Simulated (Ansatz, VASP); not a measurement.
# PtS2 in two plane-wave programs

One calculation is typed for both programs; each brings its own data sets. How far apart do they land? The cell is taken from a series of runs on this material, whose earlier steps may have relaxed, scaled, displaced or heated it; both programs get it as it stands.

Method: plane waves, with VASP 6.6.1 beside it; zone-centre phonons at PBEsol with D3(BJ), in Ansatz 0.2.0.

**1. The structure**

The structure is trigonal, space group P-3m1 (No. 164). Conventional cell: a = 3.551 Å, b = 3.551 Å, c = 4.317 Å, α = 90.00°, β = 90.00°, γ = 120.00°. Nearest to S lie 3 Pt at 2.37 Å. Nearest to Pt lie 6 S at 2.37 Å. Farther neighbours and most contacts between anions are not listed.

**2. Ansatz: zone-centre phonons, PBEsol with D3(BJ)**

Ansatz runs on its PAW soft_1 files.

Second derivatives magnify differences that forces hide, and they need a tight electronic threshold.

The input, input.yaml:

```yaml
crystal:
  lattice:
    - [3.5506282067, 0.0, 0.0]
    - [-1.7753141033, 3.0749342264, 0.0]
    - [0.0, 0.0, 4.3169796216]
  atoms:
    - { symbol: S, position: [0.3333333333, 0.6666666667, 0.2749930786] }
    - { symbol: S, position: [0.6666666667, 0.3333333333, 0.7250069214] }
    - { symbol: Pt, position: [0.0, 0.0, 0.0] }
kpoints:
  mp_grid: { grid: [15, 15, 12] }
hamiltonian:
  xc: pbesol
  dispersion: d3bj
  pseudopotentials: { kind: paw, azcp: { folder: soft_1 }, xc_functional: pbe }
scf:
  occupations: { method: methfessel_paxton, width: 0.2 }
output:
  eigenvalues: true
phonons:
  method: dfpt
```

On the command line:

```
$ ansatz run input.yaml --threads 4 --pin off --max-ram 10240MiB --backend cpu --events-out ev --progress --plain --runs-dir out
```

Numbers of over 12 decimals in the logs are rounded to 6 here.

The log of the run:

```text
Engine: ansatz 0.2.0, x86_64-unknown-linux-gnu
Pseudopotentials: kind: paw
Pseudopotential: S, paw, valence charge 6, recommended cutoff 420 eV (normal), soft_1/S.paw.azcp
Pseudopotential: Pt, paw, valence charge 18, recommended cutoff 420 eV (normal), soft_1/Pt.paw.azcp
Functional definition: PBEsol
  exchange = pbesol_x
  correlation = pbesol_c
Crystal: 3 atoms, lattice volume = 47.133 Å³
Basis set: ecut = 420 eV, 921 PW (Γ), exchange–correlation on 48×48×60 points (8 copies of the dense FFT grid, shifted against one another)
Bands: 19, of which v1, the nominal top of the filled ones, is band 15 counted from 1 (14 counted from 0)
Symmetry: 12 space group operations
k-points: 728 of 2700 (irreducible under 2 space group operations, time reversal used)
Non-local potential: S, projectors of the file, l = 0: 2, l = 1: 2, l = 2: 1
Non-local potential: Pt, projectors of the file, l = 0: 3, l = 1: 2, l = 2: 2, l = 3: 1
PAW form: soft (Blöchl's): semilocal exchange-correlation on the pseudo side does not see the compensation charge
PAW frozen core: S, regenerated for the run's functional, and the local potential with it (the file was generated under x = pbe(κ = 0.804, μ = 0.219515), c = pbe(β = 0.066725))
PAW frozen core: Pt, regenerated for the run's functional, and the local potential with it (the file was generated under x = pbe(κ = 0.804, μ = 0.219515), c = pbe(β = 0.066725))
PAW one-centre angular grid: S, 110 points (default); XC on 64 Gauss nodes
PAW one-centre angular grid: Pt, 590 points (default); XC on 64 Gauss nodes
Initial density: superposition of atomic densities (chi_scale 0.1, normalization cell, long waves kept (reshape's long-wave potential 0.00 eV rms))
Initial wavefunctions: pseudopotential atomic-orbital guess
Functional: x = pbesol(κ = 0.804, μ = 0.123457), c = pbesol(β = 0.046)
SCF iter   1: F=—  HF=-14158.160550 eV  |F-HF|=—  |Δ(HF+E_count)|=         —  Δρ=7.95e-2  dr2=2.49e0  ethr=3.10e-3  ⟨swp⟩=6.3  Hψ=73663  notcnv=0
preconditioner: auto → Kerker (q_TF=auto, 2.530 Å⁻¹)  [metal: Δε(μ)=0.100 eV  Ē_g=9.939 eV  σ=0.200 eV  W_gap=0.38  n_scr=20 (ndim 8)  ℏωp=25.4 eV  f_vac=0.000  D(μ)=0.06/eV (n_scr^D=0)]
SCF iter   2: F=—  HF=-14157.656173 eV  |F-HF|=—  |Δ(HF+E_count)|=   5.04e-1  S|Δr|=    0.00e0  Δρ=2.82e-2  dr2=1.22e-1  ethr=3.10e-3  ⟨swp⟩=2.6  Hψ=30026  notcnv=0
SCF iter   3: F=—  HF=-14157.643939 eV  |F-HF|=—  |Δ(HF+E_count)|=   1.22e-2  S|Δr|=    0.00e0  Δρ=1.38e-2  dr2=3.58e-2  ethr=4.06e-4  ⟨swp⟩=1.0  Hψ=14061  notcnv=0
SCF iter   4: F=—  HF=-14157.638776 eV  |F-HF|=—  |Δ(HF+E_count)|=   5.16e-3  S|Δr|=    0.00e0  Δρ=1.12e-3  dr2=8.51e-4  ethr=1.19e-4  ⟨swp⟩=2.4  Hψ=19905  notcnv=0
SCF iter   5: F=—  HF=-14157.638825 eV  |F-HF|=—  |Δ(HF+E_count)|=   4.90e-5  S|Δr|=    0.00e0  Δρ=3.33e-4  dr2=5.24e-5  ethr=2.84e-6  ⟨swp⟩=2.5  Hψ=23056  notcnv=0
SCF iter   6: F=—  HF=-14157.638832 eV  |F-HF|=—  |Δ(HF+E_count)|=   7.05e-6  S|Δr|=    0.00e0  Δρ=8.19e-5  dr2=5.52e-6  ethr=1.75e-7  ⟨swp⟩=2.4  Hψ=22862  notcnv=0
SCF iter   7: F=—  HF=-14157.638833 eV  |F-HF|=—  |Δ(HF+E_count)|=   1.00e-6  S|Δr|=    0.00e0  Δρ=1.40e-5  dr2=1.07e-7  ethr=1.84e-8  ⟨swp⟩=2.4  Hψ=20502  notcnv=0
SCF iter   8: F=—  HF=-14157.638838 eV  |F-HF|=—  |Δ(HF+E_count)|=   5.06e-6  S|Δr|=    0.00e0  Δρ=4.71e-6  dr2=1.66e-8  ethr=3.57e-10  ⟨swp⟩=2.5  Hψ=23608  notcnv=0
SCF iter   9: F=—  HF=-14157.638838 eV  |F-HF|=—  |Δ(HF+E_count)|=   1.05e-9  S|Δr|=    0.00e0  Δρ=1.27e-6  dr2=9.94e-10  ethr=5.54e-11  ⟨swp⟩=2.3  Hψ=21945  notcnv=0
SCF iter  10: F=—  HF=-14157.638838 eV  |F-HF|=—  |Δ(HF+E_count)|=  1.55e-10  S|Δr|=    0.00e0  Δρ=2.61e-7  dr2=2.73e-11  ethr=3.31e-12  ⟨swp⟩=2.6  Hψ=21901  notcnv=0
SCF iter  11: F=-14157.638838 eV  HF=-14157.638838 eV  |F-HF|=7.28e-12  |Δ(HF+E_count)|=  1.09e-11  S|Δr|=    0.00e0  Δρ=4.78e-8  dr2=1.16e-12  ethr=1.00e-12  ⟨swp⟩=7.0  Hψ=67790  notcnv=0
SCF 1 converged in 11 iterations: F = -14157.638838 eV  dr2 = 1.16e-12
  greatest PAW one-centre occupation: 1.000 electrons in one spin orbital (limit 2), on the Pt atom at site 2 (counted from 0), in its partial waves of l = 0
DFPT response loops at Γ: preconditioner auto → Kerker (q_TF=auto, 2.530 Å⁻¹) (partly filled bands, converged f_vac=0.000); β = 1.00, the filter's whole step (`scf.mixing.beta` (0.50) is not read by the response loops under this deck's `scf.mixing.preconditioner`; to damp them name `kerker` or `kerker_dos`, under which they read `scf.mixing.beta`, and type it under 1.00, their step now; both keys bind the ground state too); Broyden in place of MSR1
SCF converged after 11 iterations
Stability not checked: this state was not tested for a lower state beside it, because cold or Methfessel-Paxton smearing, or corrected tetrahedra, fill the levels in a way that the test cannot read (fill_not_monotonic; see scf.lower_state_search)
Free energy (F): -14157.638838 eV
Harris-Foulkes:  -14157.638838 eV  (|F-HF|=7.28e-12)
Internal energy: -14157.640423 eV  (E = F + TS)
E sigma→0 (E₀):  -14157.639235 eV
Entropy (-TS):   0.001584 eV (0.528 meV/atom)
Fermi energy:    14.144861 eV
--- Per-component energies (eV) ---
  E_band       = -242.670008
  E_kinetic    = 809.868813
  E_local      = -2511.232775  (includes V_loc(G=0)·N_el)
  E_nonlocal   = 276.178656
  E_hartree    = 980.252359
  E_xc         = -408.615921
  E_vxc        = -438.282430  (∫ρ·V_xc dr)
  E_paw        = -10530.352527  (= ΣΔE_a)
  E_vpaw       = -339.708039  (= ΣTr[D̂ρ^β])
  E_aug_tail   = 0.001088  (compensation charges beyond the density's cutoff)
  E_ewald      = -2772.880940
  E_disp       = -1.270104  (pairwise vdW)
  E_core_change = 0.410930  (= ΣΔE_core)
  E_smearing   = 0.001584  (= −TS)
  E_closure    = -0.000000  (closes the sum)
  Σ components = -14157.638838   (vs F -14157.638838, Δ=0.00e0)
--- Band table (eV; the first three rows and the last of 728) ---
  k-point 0: bands = [... 11 lower, 11.6295, 12.5254, 12.5254, 14.6421, 14.8861, 14.8861, 16.9982, 19.4626]
  k-point 1: bands = [... 11 lower, 11.6145, 12.4444, 12.4444, 14.4636, 15.0090, 15.0090, 17.1134, 19.6355]
  k-point 2: bands = [... 11 lower, 11.5624, 12.2451, 12.2451, 14.0138, 15.3323, 15.3323, 17.4531, 20.0653]
  k-point 727: bands = [... 11 lower, 10.4547, 10.6892, 11.1950, 12.8878, 15.1768, 15.3957, 18.8483, 21.2034]
--- Phonons (Γ-DFPT): 4 representative perturbations + reference, on 728 of 2700 k-points (Σ response iterations 12) ---
  k mesh reduced under 2 symmetry operations, with k and −k counted as one. Each operation leaves every solved perturbation unchanged. A smaller set is not used because it would not reduce the number of displacements times k-points to solve
  ASR residual: 2.891e-5 → 0.000e0 eV/Å²; symmetrization residual: 2.626e-6 eV/Å²
  pairwise dispersion correction: d3bj (s6 = 1.0, s8 = 2.9491, a1 = 0.4466, a2_bohr = 6.1742), with the weights of each atom's references fixed at the reference crystal's, and the forces and stress that the weights' published response gives there kept as a pressure on the atom's counted neighbours (hamiltonian.dispersion)
  ASR residual per site (eV/Å²): 2.58e-5 2.58e-5 2.89e-5
  Γ frequencies (cm⁻¹): 0.00 0.00 0.00 301.08 301.08 323.83 323.83 328.24 357.53
  non-analytic LO–TO correction: not included (Born effective charges unavailable; polar crystals: no LO–TO splitting at Γ)
```

Reading the cycles: dr2 is the Hartree energy of the density residual (eV), the measure of convergence; HF is the Harris–Foulkes estimate of the energy, which meets the free energy F at convergence.

(Continued in part 2 of 2.)

[Lines on the potential files, build, host, timing and source positions are cut from VASP's logs without a mark.]

[Logs are printed without paths, hosts, clocks, repeated set-up lines and the standing remarks that a program may print on its own settings, such as how far it seeks lower states.]

[Hosts, paths, dates, database ids (printed as entryN), source tags and the programs' standing remarks are cut or masked in the printed files.]
